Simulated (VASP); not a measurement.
VASP ran on this input.

### INCAR
```
ALGO  =  Normal
EDIFF  =  1E-6
EDIFFG  =  -0.01
ENCUT  =  520
GGA  =  PS
IBRION  =  2
ISIF  =  3
ISMEAR  =  0
LASPH  =  .True.
LCHARG  =  .False.
LREAL  =  .False.
LWAVE  =  .False.
NELM  =  100
NSW  =  60
PREC  =  Accurate
SIGMA  =  0.05
SYSTEM  =  F
```

**KPOINTS**
```
Automatic mesh
0
Gamma
10 10 10
0 0 0
```

**POSCAR**
```
F
1
    2.2448110000     0.0000000000     0.0000000000
    0.0000000000     2.2448110000     0.0000000000
    0.0000000000     0.0000000000     2.2448110000
F
1
Direct
  0.0000000000   0.0000000000   0.0000000000
```

POTCAR, in this order: F (PBE.64 set). Program: vasp_std.

Translate this PBEsol calculation to Quantum ESPRESSO's pw.x.

One equivalent input (not run):
```
&CONTROL
  calculation = 'vc-relax'
  pseudo_dir = './pseudo'
  outdir = './out'
  tprnfor = .true.
  tstress = .true.
  nstep = 60
  forc_conv_thr = 0.00039
/
&SYSTEM
  ibrav = 0
  nat = 1
  ntyp = 1
  ecutwfc = 84
  occupations = 'smearing'
  smearing = 'gaussian'
  degauss = 0.003675
  input_dft = 'pbesol'
/
&ELECTRONS
  conv_thr = 7.3e-08
  electron_maxstep = 100
/
&IONS
/
&CELL
/
ATOMIC_SPECIES
  F 18.998 F.upf
CELL_PARAMETERS angstrom
     2.2448110    0.0000000    0.0000000
     0.0000000    2.2448110    0.0000000
     0.0000000    0.0000000    2.2448110
ATOMIC_POSITIONS crystal
  F    0.0000000  0.0000000  0.0000000
K_POINTS automatic
  10 10 10 0 0 0
```
The two are equivalent in intent, not identical: the potentials are each code's own (VASP's PAW set, PseudoDojo norm-conserving files in pw.x), so ENCUT and ecutwfc are chosen apart and not converted; conv_thr bounds pw.x's estimated SCF error, while EDIFF bounds the energy change between steps; forc_conv_thr acts on force components and is met together with etot_conv_thr.

The structure was generated: F was put into the simple-cubic type (Pm-3m), which need not be its known phase. This run relaxes it. Symmetry was kept, so distortions that lower it aren't found.
